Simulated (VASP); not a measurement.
Consider the following.

```yaml
crystal:
  lattice:
    - [0.00000, 2.99563, 2.99563]
    - [2.99563, 0.00000, 2.99563]
    - [2.99563, 2.99563, 0.00000]
  atoms:
    - { symbol: Eu, position: [0.00000, 0.00000, 0.00000] }
    - { symbol: S, position: [0.50000, 0.50000, 0.50000] }
```

Level of theory: PBE GGA, VASP's PBE PAW potentials (set 64) (plane waves; VASP). Numerical set-up: 520 eV cut-off, 8×8×8 Γ-centred mesh, Gaussian smearing of 0.050 eV, potentials Eu_2 S.

The 4f electrons are frozen in the core of the lanthanide potential, so 4f levels, which can set the real gap, and their magnetism are missing.

What does the run give for the energy per atom (σ→0), pressure, band gap (on the k-mesh) with the smallest direct gap where there is one?

```json
{
  "band gap (on the k-mesh)": "2.16 eV",
  "smallest direct gap (on the k-mesh)": "2.59 eV",
  "energy per atom (σ→0)": "-5.304 eV/atom",
  "pressure": "-29.7 kbar"
}
```

Only differences to runs with the same potentials and settings are physical.

The compound is EuS in the rock salt structure. This cell is one point of a volume scan, at 1.06 of the reference volume.
